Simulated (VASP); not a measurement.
Input:

```
CELL_PARAMETERS angstrom
      0.00000     2.52450     2.52450
      2.52450     0.00000     2.52450
      2.52450     2.52450     0.00000
ATOMIC_POSITIONS crystal
  Pb 0.00000 0.00000 0.00000
```

These are PBE GGA with spin-orbit coupling, VASP's PBE PAW potentials (set 64) (plane waves; VASP) values and carry that method's errors. Run with 400 eV cut-off, 11×11×11 Γ-centred mesh, first-order Methfessel-Paxton smearing of 0.10 eV, potentials Pb_d.

**Question.** Predict the energy per atom (σ→0), band gap (on the k-mesh) with the smallest direct gap where there is one.

**Answer.** 
```json
{
 "band gap (on the k-mesh)": "none (metal, semimetal or under 0.01 eV)",
 "energy per atom (σ→0)": "-4103 meV/atom"
}
```

Only differences to runs with the same potentials and settings are physical.

The compound is Pb in the fcc structure. The cell was not relaxed at this level. The run is one of a series of settings (GGA_COMPAT = .FALSE., LSORBIT = .TRUE., MAGMOM = 0 0 0, program vasp_ncl against the base run), some of them coarse on purpose.
